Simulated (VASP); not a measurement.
A VASP calculation is set up with these files.

**KPOINTS**
```
Automatic mesh
0
Gamma
10 10 10
0 0 0
```

File POSCAR:
```
LiF
1
   -0.0000000000     2.0326261979     2.0326261979
    2.0326261979     0.0000000000     2.0326261979
    2.0326261979     2.0326261979    -0.0000000000
Li F
1 1
Direct
  0.0000000000   0.0000000000   0.0000000000
  0.5000000000   0.5000000000   0.5000000000
```

### INCAR
```
SYSTEM = LiF
PREC = Accurate; ENCUT = 520; LREAL = .FALSE.
LASPH = .TRUE.
EDIFF = 1E-6; NELM = 100; ALGO = Normal
ISMEAR = 0; SIGMA = 0.05
GGA = ML; LUSE_VDW = .TRUE.; AGGAC = 0.0
ZAB_VDW = -1.8867
IBRION = 2; NSW = 60; ISIF = 3
EDIFFG = -0.01
LWAVE = .FALSE.; LCHARG = .FALSE.
```

POTCAR, in this order: Li_sv F (PBE.64 set). Program: vasp_std.

Question: Write an equivalent input for Quantum ESPRESSO's pw.x.

Answer: One equivalent input (not run):
```
&CONTROL
  calculation = 'vc-relax'
  pseudo_dir = './pseudo'
  outdir = './out'
  tprnfor = .true.
  tstress = .true.
  nstep = 60
  forc_conv_thr = 0.00039
/
&SYSTEM
  ibrav = 0
  nat = 2
  ntyp = 2
  ecutwfc = 84
  occupations = 'smearing'
  smearing = 'gaussian'
  degauss = 0.003675
  input_dft = 'vdw-df2'
/
&ELECTRONS
  conv_thr = 7.3e-08
  electron_maxstep = 100
/
&IONS
/
&CELL
/
ATOMIC_SPECIES
  Li 6.940 Li.upf
  F 18.998 F.upf
CELL_PARAMETERS angstrom
    -0.0000000    2.0326262    2.0326262
     2.0326262    0.0000000    2.0326262
     2.0326262    2.0326262   -0.0000000
ATOMIC_POSITIONS crystal
  Li   0.0000000  0.0000000  0.0000000
  F    0.5000000  0.5000000  0.5000000
K_POINTS automatic
  10 10 10 0 0 0
```
Limits of the translation: the potentials are each code's own (VASP's PAW set, PseudoDojo norm-conserving files in pw.x), so ENCUT and ecutwfc are chosen apart and not converted; conv_thr bounds pw.x's estimated SCF error, while EDIFF bounds the energy change between steps; forc_conv_thr acts on force components and is met together with etot_conv_thr.

The compound is LiF in the rock salt structure. It was relaxed first. The start is the result of an earlier pass.
